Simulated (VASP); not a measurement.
OSZICAR of a VASP run on NiAl (CsCl type):

### OSZICAR
```
       N       E                     dE             d eps       ncg     rms          rms(c)
DAV:   1     0.805371049651E+02    0.80537E+02   -0.81483E+03  2400   0.202E+03
DAV:   2     0.141844699047E+02   -0.66353E+02   -0.63910E+02  2436   0.312E+02
DAV:   3     0.107402312868E+02   -0.34442E+01   -0.34306E+01  2994   0.968E+01
DAV:   4     0.106799967694E+02   -0.60235E-01   -0.60203E-01  3288   0.128E+01
DAV:   5     0.106784045314E+02   -0.15922E-02   -0.15936E-02  3234   0.180E+00    0.651E+00
DAV:   6    -0.110942980634E+02   -0.21773E+02   -0.49974E+01  2434   0.793E+01    0.155E+01
DAV:   7    -0.105929797385E+02    0.50132E+00   -0.76250E-01  2728   0.107E+01    0.144E+01
DAV:   8    -0.106297965161E+02   -0.36817E-01   -0.79784E-03  2664   0.992E-01    0.145E+01
DAV:   9    -0.841425487619E+01    0.22155E+01   -0.10294E+01  2800   0.511E+01    0.305E+00
DAV:  10    -0.837490996865E+01    0.39345E-01   -0.13193E+00  3130   0.165E+01    0.237E+00
DAV:  11    -0.844094863868E+01   -0.66039E-01   -0.13703E-01  3076   0.582E+00    0.344E+00
DAV:  12    -0.832786622408E+01    0.11308E+00   -0.44978E-01  2826   0.116E+01    0.182E+00
DAV:  13    -0.834144873688E+01   -0.13583E-01   -0.13520E-02  3354   0.140E+00    0.149E+00
DAV:  14    -0.833793233935E+01    0.35164E-02   -0.69707E-04  2714   0.288E-01    0.950E-01
DAV:  15    -0.834129310387E+01   -0.33608E-02   -0.78829E-03  2704   0.151E+00    0.589E-01
DAV:  16    -0.834077485889E+01    0.51824E-03   -0.27262E-03  2652   0.972E-01    0.472E-01
DAV:  17    -0.834126341009E+01   -0.48855E-03   -0.75234E-04  2700   0.475E-01    0.310E-01
DAV:  18    -0.834126294660E+01    0.46349E-06   -0.16416E-05  2766   0.639E-02    0.164E-01
DAV:  19    -0.834125780990E+01    0.51367E-05   -0.13565E-05  3022   0.488E-02    0.572E-02
DAV:  20    -0.834125831186E+01   -0.50196E-06   -0.20717E-06  2470   0.220E-02    0.759E-03
DAV:  21    -0.834125931632E+01   -0.10045E-05   -0.24791E-06  2694   0.291E-02    0.212E-03
DAV:  22    -0.834125922195E+01    0.94364E-07   -0.11510E-07  1226   0.556E-03
   1 F= -.83412592E+01 E0= -.83412592E+01  d E =0.000000E+00
       N       E                     dE             ncg
```

**Question.** Which electronic solver shows in the log?

**Answer.** It is blocked Davidson (ALGO = Normal, or the opening steps of other solvers). The INCAR had ALGO = Normal.

**Question.** How was spin treated?

**Answer.** Without spin polarisation: there is no mag entry.

**Question.** Can the final energy be trusted as converged?

**Answer.** The calculation finished and met its thresholds. It stopped with EDIFF = 1E-7, NELM = 100 (revTPSS meta-GGA, plane waves, VASP's PBE PAW potentials (set 64)).

The compound is NiAl in the CsCl type structure. It was relaxed first. The run is not spin-polarised, so no magnetic state was tried. The electron count is odd and the run is not spin-polarised, which forces a metal.
